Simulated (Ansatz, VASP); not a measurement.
## TeAu: VASP beside Ansatz

```
Te Au
1.0
     0.00000    3.60334    3.60334
     3.60334    0.00000    3.60334
     3.60334    3.60334    0.00000
Te Au
2 2
Direct
  0.25000 0.25000 0.25000
  0.00000 0.00000 0.00000
  0.75000 0.75000 0.75000
  0.50000 0.50000 0.50000
```

Alike in both runs: functional PBE; k mesh 12 × 12 × 12; occupations gaussian, width 0.1 eV; no spin polarisation.

Ansatz relaxed the structure, and its values are those at the end. VASP's run is a single point on that final structure, the one shown.

|  | VASP | Ansatz |
| --- | --- | --- |
| version | VASP 6.6.1 | Ansatz 0.2.0 |
| potentials or method | VASP PAW PBE potentials, release 64 (Te, Au) | scalar-relativistic, plane waves, PAW |
| plane-wave cutoff (eV) | 520 | 420 |
| valence electrons in the cell | 34 | 70 |

```tsv
	VASP	Ansatz	Ansatz less VASP
gap on the k mesh at the Fermi level (eV)	none	none	-
pressure (GPa)	-0.1	0.0	+0.14
```

A gap of «none» marks a metal or a gap that the smearing closes. The two sets of potentials don't hold the same shells in valence.

The runs have no spin-orbit coupling, so splittings on Au, Te are missing.
